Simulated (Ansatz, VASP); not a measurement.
# Cross-check of Zn between VASP and Ansatz

Aim: how closely do two programs agree when they are given the same cell, functional and k mesh? The structure shown is frame 250 of Ansatz's trajectory.

Main program and level: Ansatz 0.2.0; plane waves, with VASP 6.6.1 beside it; single point at PBEsol.

## Step 1: The starting structure

The cell holds 48 atoms: 48 Zn. Its edges and angles: a = 9.257 Å, b = 9.257 Å, c = 9.257 Å, α = 90.0°, β = 90.0°, γ = 90.0°. As first built, before any earlier steps moved the atoms (in the runner's words): 48 atoms (48 Zn) placed at random at 6.57 g/cm^3 and pushed apart to contact distance.

## Step 2: Ansatz: dynamics, PBEsol

Ansatz runs on its default PAW (the set named soft_2) files.

One frame of this run of dynamics is then solved in both programs, so the motion causes no difference.

File input.yaml:

```yaml
crystal:
  lattice:
    - [9.2567, 0.0, 0.0]
    - [0.0, 9.2567, 0.0]
    - [0.0, 0.0, 9.2567]
  atoms:
    - { symbol: Zn, position: [0.48697, 0.96668, 0.13268] }
    - { symbol: Zn, position: [0.87904, 0.37123, 0.3759] }
    - { symbol: Zn, position: [0.71297, 0.44338, 0.58917] }
    - { symbol: Zn, position: [0.11388, 0.84366, 0.46585] }
    - { symbol: Zn, position: [0.37313, 0.84257, 0.33801] }
    - { symbol: Zn, position: [0.41606, 0.10486, 0.37256] }
    - { symbol: Zn, position: [0.27013, 0.27322, 0.79124] }
    - { symbol: Zn, position: [0.2472, 0.44232, 0.99366] }
    - { symbol: Zn, position: [0.91117, 0.67052, 0.5219] }
    - { symbol: Zn, position: [0.30044, 0.1882, 0.03916] }
    - { symbol: Zn, position: [0.54389, 0.12234, 0.63833] }
    - { symbol: Zn, position: [0.7714, 0.74827, 0.97442] }
    - { symbol: Zn, position: [0.12845, 0.51916, 0.49211] }
    - { symbol: Zn, position: [0.08562, 0.56618, 0.82218] }
    - { symbol: Zn, position: [0.52263, 0.25864, 0.87559] }
    - { symbol: Zn, position: [0.47853, 0.45791, 0.70878] }
    - { symbol: Zn, position: [0.21292, 0.82765, 0.7096] }
    - { symbol: Zn, position: [0.76208, 0.25245, 0.76413] }
    - { symbol: Zn, position: [0.17171, 0.00337, 0.90225] }
    - { symbol: Zn, position: [0.86718, 0.89263, 0.38694] }
    - { symbol: Zn, position: [0.29236, 0.05365, 0.59962] }
    - { symbol: Zn, position: [0.68016, 0.80716, 0.2146] }
    - { symbol: Zn, position: [0.33865, 0.6374, 0.8418] }
    - { symbol: Zn, position: [0.91894, 0.08666, 0.55968] }
    - { symbol: Zn, position: [0.9633, 0.39923, 0.65892] }
    - { symbol: Zn, position: [0.01859, 0.68842, 0.04591] }
    - { symbol: Zn, position: [0.77983, 0.88378, 0.65438] }
    - { symbol: Zn, position: [0.24578, 0.83706, 0.09872] }
    - { symbol: Zn, position: [0.83238, 0.02763, 0.88949] }
    - { symbol: Zn, position: [0.18199, 0.39782, 0.2625] }
    - { symbol: Zn, position: [0.6186, 0.26763, 0.41687] }
    - { symbol: Zn, position: [0.09787, 0.25791, 0.46946] }
    - { symbol: Zn, position: [0.14852, 0.66606, 0.27417] }
    - { symbol: Zn, position: [0.67007, 0.63752, 0.4161] }
    - { symbol: Zn, position: [0.83114, 0.6019, 0.7635] }
    - { symbol: Zn, position: [0.37453, 0.61269, 0.14935] }
    - { symbol: Zn, position: [0.95047, 0.23022, 0.16483] }
    - { symbol: Zn, position: [0.0181, 0.20409, 0.82744] }
    - { symbol: Zn, position: [0.70201, 0.06335, 0.27269] }
    - { symbol: Zn, position: [0.42766, 0.65755, 0.51767] }
    - { symbol: Zn, position: [0.53786, 0.82693, 0.74213] }
    - { symbol: Zn, position: [0.44771, 0.45635, 0.34856] }
    - { symbol: Zn, position: [0.1738, 0.11795, 0.2594] }
    - { symbol: Zn, position: [0.34783, 0.30415, 0.53919] }
    - { symbol: Zn, position: [0.97372, 0.81633, 0.81978] }
    - { symbol: Zn, position: [0.6362, 0.49842, 0.92207] }
    - { symbol: Zn, position: [0.68079, 0.46574, 0.1798] }
    - { symbol: Zn, position: [0.53215, 0.22909, 0.15799] }
kpoints:
  mp_grid: { grid: [1, 1, 1] }
hamiltonian:
  xc: pbesol
scf:
  occupations: { method: fermi_dirac, width: 0.062 }
output:
  forces: true
  stress: true
md:
  timestep: 4.0
  n_steps: 750
  ensemble: nvt_nose_hoover
  temperature: 1223
  initial_velocities: maxwell_boltzmann
  seed: 7
  temperature_schedule:
    - { n_steps: 93, end_temperature: 1223 }
    - { n_steps: 93, end_temperature: 723 }
```

Launch:

```sh
$ ansatz run input.yaml --threads 8 --pin off --max-ram 15360MiB --backend cpu --events-out ev --progress --plain --runs-dir out
```

Numbers of over 12 decimals in the logs are rounded to 6 here.

Output:

```text
Warning: md: disabling space-group detection — thermal motion breaks the input geometry's symmetry, so no spatial operation reduces the k-mesh or symmetrises the density; time reversal is kept, so that k and −k are solved as one point where they differ and the mesh holds both, and exact exchange and, on two spinor components, a DFT+U term hold to it where the run has them: on two components no moment then forms, and  [...]
Warning: output.stress: scf.convergence.dr2_threshold = 4.8e-8 eV (the default of an md: trajectory) is looser than the 4.8e-9 eV advised for a printed stress (1e-10 eV for each atom of the cell: 48). What an SCF threshold leaves in a stress goes as its square root, and in the free energy as the threshold itself, and one threshold admits the most on a small cell: [figures from the program's tests cut] Set scf.converg [...]
Engine: ansatz 0.2.0, aarch64-unknown-linux-gnu
Pseudopotentials: kind: paw
Pseudopotential: Zn, paw, valence charge 12, recommended cutoff 420 eV (normal), Zn.paw.azcp
Functional definition: PBEsol
  exchange = pbesol_x
  correlation = pbesol_c
Crystal: 48 atoms, lattice volume = 793.174 Å³
Basis set: ecut = 420 eV, 15515 PW (Γ), exchange–correlation on 128×128×128 points (8 copies of the dense FFT grid, shifted against one another)
Bands: 346, of which v1, the nominal top of the filled ones, is band 288 counted from 1 (287 counted from 0)
Symmetry: 1 space group operations
k-points: 1
Non-local potential: Zn, projectors of the file, l = 0: 2, l = 1: 2, l = 2: 3, l = 3: 1
PAW form: soft (Blöchl's): semilocal exchange-correlation on the pseudo side does not see the compensation charge
PAW frozen core: Zn, regenerated for the run's functional, and the local potential with it (the file was generated under x = pbe(κ = 0.804, μ = 0.219515), c = pbe(β = 0.066725))
PAW one-centre angular grid: Zn, 590 points (default); XC on 64 Gauss nodes
Initial density: superposition of atomic densities (neutral atoms: chi_scale 0, normalization atom), corrected by the library's trained network
Initial wavefunctions: pseudopotential atomic-orbital guess
Functional: x = pbesol(κ = 0.804, μ = 0.123457), c = pbesol(β = 0.046)
SCF iter   1: F=—  HF=-157458.932865 eV  |F-HF|=—  |Δ(HF+E_count)|=         —  Δρ=9.10e-3  dr2=2.90e0  ethr=1.77e-3  ⟨swp⟩=6.0  Hψ=1487  notcnv=0  defer=25
preconditioner: auto → LDOS  [insulator: Δε(μ)=0.219 eV  Ē_g=10.374 eV  σ=0.062 eV  W_gap=0.70  n_scr=250 (ndim 8)  ℏωp=31.6 eV  f_vac=0.022  D(μ)=13.53/eV (n_scr^D=80)  ε∞_Penn≈10.3  β→1.0]
SCF iter   2: F=—  HF=-157458.751457 eV  |F-HF|=—  |Δ(HF+E_count)|=   1.81e-1  Δρ=1.06e-2  dr2=9.45e-1  ethr=5.03e-4  ⟨swp⟩=3.0  Hψ=713  notcnv=0  defer=30
SCF iter   3: F=—  HF=-157458.464327 eV  |F-HF|=—  |Δ(HF+E_count)|=   2.87e-1  Δρ=4.79e-3  dr2=1.24e-1  ethr=1.64e-4  ⟨swp⟩=2.0  Hψ=632  notcnv=0  defer=30
SCF iter   4: F=—  HF=-157458.421728 eV  |F-HF|=—  |Δ(HF+E_count)|=   4.26e-2  Δρ=8.51e-4  dr2=2.46e-2  ethr=2.15e-5  ⟨swp⟩=2.0  Hψ=711  notcnv=0  defer=30
SCF iter   5: F=—  HF=-157458.418773 eV  |F-HF|=—  |Δ(HF+E_count)|=   2.96e-3  Δρ=3.28e-4  dr2=1.56e-3  ethr=4.27e-6  ⟨swp⟩=3.0  Hψ=639  notcnv=0  defer=30
SCF iter   6: F=—  HF=-157458.418850 eV  |F-HF|=—  |Δ(HF+E_count)|=   7.65e-5  Δρ=1.78e-4  dr2=2.78e-4  ethr=2.72e-7  ⟨swp⟩=2.0  Hψ=597  notcnv=0  defer=30
SCF iter   7: F=—  HF=-157458.418796 eV  |F-HF|=—  |Δ(HF+E_count)|=   5.38e-5  Δρ=7.63e-5  dr2=4.70e-5  ethr=4.82e-8  ⟨swp⟩=2.0  Hψ=602  notcnv=0  defer=30
SCF iter   8: F=—  HF=-157458.419230 eV  |F-HF|=—  |Δ(HF+E_count)|=   4.34e-4  Δρ=2.38e-5  dr2=8.12e-6  ethr=8.17e-9  ⟨swp⟩=2.0  Hψ=598  notcnv=0  defer=30
SCF iter   9: F=—  HF=-157458.419230 eV  |F-HF|=—  |Δ(HF+E_count)|=   1.62e-7  Δρ=1.09e-5  dr2=1.41e-6  ethr=1.41e-9  ⟨swp⟩=3.0  Hψ=646  notcnv=0  defer=30
SCF iter  10: F=—  HF=-157458.419230 eV  |F-HF|=—  |Δ(HF+E_count)|=   3.28e-8  Δρ=6.47e-6  dr2=3.43e-7  ethr=2.45e-10  ⟨swp⟩=2.0  Hψ=600  notcnv=0  defer=30
[...]
md step   712: t =  2848.00 fs  T =   754.1 K (target 723.0 K)  F+E_penalty+E_count = -157465.20099583 eV  E_kin = 4.581273 eV  conserved = -157451.00164549 eV  P_inst = 3.5224 GPa  (4 SCF iters)
md step   714: t =  2856.00 fs  T =   748.4 K (target 723.0 K)  F+E_penalty+E_count = -157465.25045035 eV  E_kin = 4.546429 eV  conserved = -157451.00204123 eV  P_inst = 3.4381 GPa  (4 SCF iters)
md step   716: t =  2864.00 fs  T =   737.3 K (target 723.0 K)  F+E_penalty+E_count = -157465.27570834 eV  E_kin = 4.479388 eV  conserved = -157451.00285140 eV  P_inst = 3.3935 GPa  (4 SCF iters)
md step   718: t =  2872.00 fs  T =   716.5 K (target 723.0 K)  F+E_penalty+E_count = -157465.24733911 eV  E_kin = 4.353170 eV  conserved = -157451.00306457 eV  P_inst = 3.3983 GPa  (4 SCF iters)
md step   720: t =  2880.00 fs  T =   686.7 K (target 723.0 K)  F+E_penalty+E_count = -157465.16629733 eV  E_kin = 4.171772 eV  conserved = -157451.00263854 eV  P_inst = 3.4439 GPa  (8 SCF iters)
md step   722: t =  2888.00 fs  T =   653.6 K (target 723.0 K)  F+E_penalty+E_count = -157465.06520289 eV  E_kin = 3.970663 eV  conserved = -157451.00235661 eV  P_inst = 3.5063 GPa  (4 SCF iters)
md step   724: t =  2896.00 fs  T =   622.2 K (target 723.0 K)  F+E_penalty+E_count = -157464.97112867 eV  E_kin = 3.780270 eV  conserved = -157451.00209090 eV  P_inst = 3.5622 GPa  (4 SCF iters)
md step   726: t =  2904.00 fs  T =   597.0 K (target 723.0 K)  F+E_penalty+E_count = -157464.90795283 eV  E_kin = 3.626934 eV  conserved = -157451.00171425 eV  P_inst = 3.5937 GPa  (4 SCF iters)
md step   728: t =  2912.00 fs  T =   582.1 K (target 723.0 K)  F+E_penalty+E_count = -157464.90104239 eV  E_kin = 3.536584 eV  conserved = -157451.00174673 eV  P_inst = 3.5883 GPa  (4 SCF iters)
md step   730: t =  2920.00 fs  T =   578.2 K (target 723.0 K)  F+E_penalty+E_count = -157464.95383624 eV  E_kin = 3.512664 eV  conserved = -157451.00216606 eV  P_inst = 3.5465 GPa  (9 SCF iters)
md step   732: t =  2928.00 fs  T =   582.5 K (target 723.0 K)  F+E_penalty+E_count = -157465.05000524 eV  E_kin = 3.539040 eV  conserved = -157451.00231888 eV  P_inst = 3.4789 GPa  (4 SCF iters)
md step   734: t =  2936.00 fs  T =   594.5 K (target 723.0 K)  F+E_penalty+E_count = -157465.18600272 eV  E_kin = 3.611626 eV  conserved = -157451.00208503 eV  P_inst = 3.3950 GPa  (4 SCF iters)
md step   736: t =  2944.00 fs  T =   616.0 K (target 723.0 K)  F+E_penalty+E_count = -157465.37536440 eV  E_kin = 3.742094 eV  conserved = -157451.00215010 eV  P_inst = 3.3017 GPa  (5 SCF iters)
md step   738: t =  2952.00 fs  T =   645.5 K (target 723.0 K)  F+E_penalty+E_count = -157465.61165112 eV  E_kin = 3.921729 eV  conserved = -157451.00298345 eV  P_inst = 3.2178 GPa  (5 SCF iters)
md step   740: t =  2960.00 fs  T =   674.6 K (target 723.0 K)  F+E_penalty+E_count = -157465.84413744 eV  E_kin = 4.098200 eV  conserved = -157451.00418818 eV  P_inst = 3.1790 GPa  (10 SCF iters)
md step   742: t =  2968.00 fs  T =   691.1 K (target 723.0 K)  F+E_penalty+E_count = -157466.00091275 eV  E_kin = 4.198864 eV  conserved = -157451.00506408 eV  P_inst = 3.2230 GPa  (4 SCF iters)
md step   744: t =  2976.00 fs  T =   687.2 K (target 723.0 K)  F+E_penalty+E_count = -157466.03280331 eV  E_kin = 4.174975 eV  conserved = -157451.00508207 eV  P_inst = 3.3638 GPa  (4 SCF iters)
md step   746: t =  2984.00 fs  T =   664.1 K (target 723.0 K)  F+E_penalty+E_count = -157465.94619919 eV  E_kin = 4.034556 eV  conserved = -157451.00406084 eV  P_inst = 3.5783 GPa  (4 SCF iters)
md step   748: t =  2992.00 fs  T =   633.3 K (target 723.0 K)  F+E_penalty+E_count = -157465.80937541 eV  E_kin = 3.847483 eV  conserved = -157451.00254086 eV  P_inst = 3.8130 GPa  (4 SCF iters)
[...]
md step   750: t =  3000.00 fs  T =   610.4 K (target 723.0 K)  F+E_penalty+E_count = -157465.71690050 eV  E_kin = 3.708603 eV  conserved = -157451.00159036 eV  P_inst = 4.0069 GPa  (8 SCF iters)
SCF converged after 8 iterations
Free energy (F): -157465.716900 eV
Harris-Foulkes:  -157465.716900 eV  (|F-HF|=3.67e-9)
Internal energy: -157465.566365 eV  (E = F + TS)
E sigma→0 (E₀):  -157465.641633 eV
Entropy (-TS):   -0.150535 eV (-3.136 meV/atom)
Fermi energy:    9.590771 eV
--- Per-component energies (eV) ---
  E_band       = 1489.120946
  E_kinetic    = 6333.235426
  E_local      = -87312.089490  (includes V_loc(G=0)·N_el)
  E_nonlocal   = 29327.352992
  E_hartree    = 37202.011628
  E_xc         = -6562.309687
  E_vxc        = -2581.906701  (∫ρ·V_xc dr)
  E_paw        = -85765.864724  (= ΣΔE_a)
  E_vpaw       = -18681.481689  (= ΣTr[D̂ρ^β])
  E_aug_tail   = -0.017330  (compensation charges beyond the density's cutoff)
  E_ewald      = -50726.158216
  E_core_change = 38.273036  (= ΣΔE_core)
  E_smearing   = -0.150535  (= −TS)
  E_closure    = 0.000000  (closes the sum)
  Σ components = -157465.716900   (vs F -157465.716900, Δ=0.00e0)
--- Forces (eV/Å), atoms counted from 1 ---
  atom   1  Zn    -0.34414675    -0.03156537     0.05329420
  atom   2  Zn     0.78119857    -0.43699626     0.79461933
  atom   3  Zn     0.75561166     0.72997136    -0.84758203
  atom   4  Zn     0.43964323     0.28089418     0.68503211
  atom   5  Zn     0.04805193    -0.25862160    -0.06781390
  atom   6  Zn     0.11105701     0.11377510    -0.31320044
  atom   7  Zn    -0.82136366     0.49600015     0.43752291
  atom   8  Zn     0.10659491    -0.27338856    -0.43435154
  atom   9  Zn     0.53447709     0.00493178     0.43275931
  atom  10  Zn     0.23921341    -0.38425114    -0.29955092
  atom  11  Zn     0.63683873    -0.40751860     0.16878805
  atom  12  Zn    -0.17972910    -0.33134893     0.30195139
  atom  13  Zn     0.67025661    -0.01582968    -0.44775577
  atom  14  Zn     0.20498350     1.19214884     0.05372404
  atom  15  Zn     0.27945488     0.17158141    -0.30428429
  atom  16  Zn    -0.10884954    -0.60386302     1.09265918
  atom  17  Zn    -0.20522847     0.12936751     0.41326529
  atom  18  Zn    -0.53233537    -0.02785034     0.26729141
  atom  19  Zn     0.08858880    -0.07706530    -0.26606295
  atom  20  Zn     0.54795262    -0.00280929    -1.06329327
  atom  21  Zn    -0.86411378     0.29450451    -0.48216388
  atom  22  Zn    -0.36292104    -0.14788130     0.89179617
  atom  23  Zn    -0.87058205     0.35286049    -0.55090861
  atom  24  Zn    -0.59025642    -0.34187769    -0.29985981
[...]
atom  41  Zn     0.34690689    -1.12237712    -0.51403316
  atom  42  Zn    -0.29113268    -1.07902424    -0.71895871
  atom  43  Zn     1.00548157     0.43020469     0.39484932
  atom  44  Zn     0.57215095    -0.76924456     0.23257165
  atom  45  Zn     0.38946177     0.01008458    -0.19216881
  atom  46  Zn    -0.35137284     0.04067192    -1.00979591
  atom  47  Zn    -0.73828584    -0.29907827     0.68624057
  atom  48  Zn     0.18680561     0.75819334    -0.18466307
  max |Σ_I F_I| component: 1.36e-5 eV/Å
--- Stress (GPa, compression-positive) ---
        2.855112       1.047973       0.310968
        1.047973       3.674499      -0.859082
        0.310968      -0.859082       3.960920
  P = ⅓ Tr σ = 3.4968 GPa (34.968 kbar)
--- MD trajectory: 750 steps, t = 0.0 → 3000.0 fs ---
  final state: T = 610.4 K   F+E_penalty+E_count = -157465.71690050 eV   E_kin = 3.708603 eV
  conserved energy: peak-to-peak 3.591e-2 eV (7.482e-4 eV/atom) over 3000.0 fs
```

The column dr2 measures how far the density is from self-consistency, as an energy; F and HF (Harris–Foulkes) agree once it is small.

(Part 1 of 2 ends here.)

[Lines on the potential files, build, host, timing and source positions are cut from VASP's logs without a mark.]

[Logs are printed without paths, hosts, clocks, repeated set-up lines and the standing remarks that a program may print on its own settings, such as how far it seeks lower states.]

[Hosts, paths, dates, database ids (printed as entryN), source tags and the programs' standing remarks are cut or masked in the printed files.]
